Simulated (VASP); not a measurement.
Consider the following.

```
Sc
1.0
    1.66630    -2.88611     0.00000
    1.66630     2.88611     0.00000
    0.00000     0.00000     5.17449
Sc
2
Cartesian
  1.66630   0.96204   1.29362
  1.66630  -0.96204   3.88087
```

The numbers are results of vdW-DF2, VASP's PBE PAW potentials (set 64) (plane waves; VASP), not measurements. Numerical set-up: 520 eV cut-off, Gaussian smearing of 0.050 eV, potentials Sc_sv.

**Question.** Give the energies of bands 9 to 14 at the high-symmetry points, in eV from the Fermi level.

**Answer.** 
```tsv
band	Γ	M	K	A	L	H
9	-5.01	-1.57	-0.69	-3.47	-1.44	-0.39
10	-1.61	-1.04	-0.69	-3.47	-1.44	-0.39
11	0.76	-0.67	-0.57	0.93	0.07	-0.15
12	1.48	-0.30	-0.51	0.93	0.07	-0.15
13	1.48	1.23	0.98	1.39	1.31	0.28
14	1.75	1.27	0.98	1.39	1.31	0.28
```

It has no gap at this level: it comes out as a metal or semimetal.

The compound is Sc in the hcp structure. It was relaxed first.
